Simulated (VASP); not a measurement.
Data:

```xyz
4
Lattice="3.7749 0.0000 0.0000 -1.8875 3.2692 0.0000 0.0000 0.0000 6.2342" Properties=species:S:1:pos:R:3 pbc="T T T"
Si     0.0000     2.1795     0.0037
Si     1.8875     1.0897     3.1208
Ge     0.0000     2.1795     2.3342
Ge     1.8875     1.0897     5.4513
```

These are PBEsol GGA, VASP's PBE PAW potentials (set 64) (plane waves; VASP 6.6.1) values and carry that method's errors. Settings: 500 eV cut-off, 7×7×4 Γ-centred mesh, Gaussian smearing of 0.050 eV, potentials Si Ge_d.

What does the run give for the energy per atom (σ→0), pressure?

```yaml
energy per atom (σ→0): -5.255 eV/atom
pressure: 9.90 GPa
```

The absolute energy has meaning only against runs of the same code, potentials and settings.

The structure was generated: SiGe was put into the wurtzite type (P6_3mc), which need not be its known phase. It was relaxed first under an external pressure of 10 GPa.
